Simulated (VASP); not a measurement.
Consider the following.

```
C
1.0
    0.00000     1.78117     1.78117
    1.78117     0.00000     1.78117
    1.78117     1.78117     0.00000
C
2
Direct
  0.00000   0.00000   0.00000
  0.25000   0.25000   0.25000
```

Method: revTPSS meta-GGA, VASP's PBE PAW potentials (set 64) (plane waves; VASP). Run with 520 eV cut-off, 14×14×14 Γ-centred mesh, tetrahedra with Blöchl corrections, potentials C.

Q: Give the energies of bands 2 to 7 at the high-symmetry points, in eV from the valence-band maximum.

A: 
| band | Γ | X | U | L | W |
|---|---|---|---|---|---|
| 2 | 0.00 | -13.11 | -12.05 | -13.72 | -12.30 |
| 3 | 0.00 | -6.43 | -9.56 | -2.85 | -8.54 |
| 4 | 0.00 | -6.43 | -5.47 | -2.85 | -8.54 |
| 5 | 5.77 | 4.61 | 5.57 | 8.66 | 10.63 |
| 6 | 5.77 | 4.61 | 10.82 | 8.66 | 10.63 |
| 7 | 5.77 | 17.33 | 14.79 | 8.88 | 12.62 |

The gap is indirect, 4.03 eV, from the valence maximum at Γ to the conduction minimum at (0.36, 0.36, 0.00).

The compound is C in the diamond structure. It was relaxed first.
